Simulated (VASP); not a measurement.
The system is SrZr2O3.

```
CELL_PARAMETERS angstrom
3.40896 -0.00763 -0.01144
-3.42218 5.98098 -0.00750
-0.02800 -0.02676 8.29997
ATOMIC_POSITIONS crystal
Sr 0.97248 0.99441 0.00552
Sr 0.99534 0.48941 0.00063
Zr 0.67920 0.18463 0.64587
Zr 0.66862 0.66934 0.64184
Zr 0.31492 0.32351 0.35110
Zr 0.34123 0.83537 0.35885
O 0.98867 0.99868 0.50696
O 0.02222 0.51581 0.50168
O 0.34617 0.32436 0.79012
O 0.31024 0.81917 0.80677
O 0.67141 0.16817 0.19611
O 0.66337 0.66779 0.20249
```

The cell was built by a generator and needn't be a form met in nature.

```yaml
Program: VASP 6.6.1
Task: relaxation of cell and atoms
Functional: PBE
Potentials_or_basis: VASP PAW PBE potentials, release 64 (Sr_sv, Zr_sv, O)
Cutoff: 520 eV
k_mesh: 8 × 8 × 3
Occupations: gaussian, width 0.15 eV
Spin: no spin polarisation
```

At the start: pressure -4.2 GPa; volume 14.08 Å³/atom.

Q: Where does the relaxation end?

A: Over 47 steps the energy falls by 109.1 meV/atom; space group P2_1/m (No. 11, to 0.05 Å).

The path:
```
step  energy change (eV)  largest force (eV/Å)  pressure (GPa)  volume (Å³)
   1              0.0000                0.9966           -4.19       169.01
   3             -0.2391                0.6738            2.67       160.61
   5             -0.3462                0.4114            0.11       162.38
   7             -0.3846                0.2118           -0.87       163.22
   9             -0.3991                0.2688            0.97       161.25
  11             -0.4427                0.2786            0.88       161.31
  13             -0.4485                0.2650            0.87       161.32
  15             -0.4946                0.2898           -1.23       163.45
  17             -0.5418                0.3217            0.86       161.42
  19             -0.6196                0.5977           -0.59       163.43
  21             -0.6233                0.7122           -0.79       163.82
  23             -0.6893                0.8579           -0.19       163.97
  25             -0.7086                0.9564            0.21       164.03
  27             -0.8842                0.6572            1.17       164.67
  29             -0.9837                0.6900            0.32       166.45
  31             -1.1278                0.5917           -0.14       167.62
  33             -1.2244                0.4016            0.32       167.05
  35             -1.2576                0.3064           -0.19       167.77
  37             -1.2846                0.1741            0.04       167.89
  39             -1.2989                0.1007            0.15       168.16
  41             -1.3046                0.0710           -0.48       169.19
  43             -1.3071                0.0855           -0.18       169.01
  45             -1.3088                0.0332            0.10       168.84
  47             -1.3091                0.0244           -0.01       169.07
```

Final structure:
```yaml
crystal:
  lattice:
    - [3.18001, 0.00007, 0.00030]
    - [-3.18013, 6.16015, -0.36451]
    - [0.00020, -0.55360, 8.66355]
  atoms:
    - { symbol: Sr, position: [0.99515, 0.99622, 0.99790] }
    - { symbol: Sr, position: [0.00100, 0.50257, 0.00331] }
    - { symbol: Zr, position: [0.65776, 0.15939, 0.65198] }
    - { symbol: Zr, position: [0.61094, 0.61238, 0.65631] }
    - { symbol: Zr, position: [0.33748, 0.33870, 0.34939] }
    - { symbol: Zr, position: [0.38466, 0.88612, 0.34504] }
    - { symbol: O, position: [0.92040, 0.92198, 0.55031] }
    - { symbol: O, position: [0.07477, 0.57614, 0.45103] }
    - { symbol: O, position: [0.29440, 0.29612, 0.81807] }
    - { symbol: O, position: [0.28667, 0.78784, 0.81527] }
    - { symbol: O, position: [0.70103, 0.20218, 0.18348] }
    - { symbol: O, position: [0.70962, 0.71102, 0.18585] }
```
